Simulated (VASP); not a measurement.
W:

```
CELL_PARAMETERS angstrom
-1.60075 1.60075 1.60075
1.60075 -1.60075 1.60075
1.60075 1.60075 -1.60075
ATOMIC_POSITIONS crystal
W 0.00000 0.00000 0.00000
```

```yaml
Program: VASP 6.6.1
Task: relaxation of cell and atoms
Functional: r2SCAN
Dispersion: rVV10
Potentials_or_basis: VASP PAW PBE potentials, release 64 (W_sv)
Cutoff: 600 eV
k_mesh: 18 × 18 × 18
Occupations: gaussian, width 0.1 eV
Spin: no spin polarisation
```

At the start: pressure -9.7 GPa; volume 16.41 Å³/atom.

Task: Where does the relaxation end?

Result: Over 7 steps the energy falls by 16.2 meV/atom and the volume is 15.89 Å³/atom (-3.2 %); space group Im-3m (No. 229, to 0.05 Å).

The path:
| step | energy change (eV) | largest force (eV/Å) | pressure (GPa) | volume (Å³) |
| --- | --- | --- | --- | --- |
| 1 | 0.0000 | 0.0000 | -9.67 | 16.41 |
| 2 | 0.2153 | 0.0000 | 47.61 | 14.17 |
| 3 | -0.0161 | 0.0000 | -0.57 | 15.92 |
| 4 | -0.0162 | 0.0000 | -0.08 | 15.89 |
| 5 | -0.0162 | 0.0000 | 0.13 | 15.88 |
| 6 | -0.0161 | 0.0000 | -0.39 | 15.91 |
| 7 | -0.0162 | 0.0000 | 0.01 | 15.89 |

Final structure:
```
CELL_PARAMETERS angstrom
-1.58366 1.58366 1.58366
1.58366 -1.58366 1.58366
1.58366 1.58366 -1.58366
ATOMIC_POSITIONS crystal
W 0.00000 0.00000 0.00000
```

Caveat: the PAW data sets were made with another functional, which shifts forces and pressure a little.
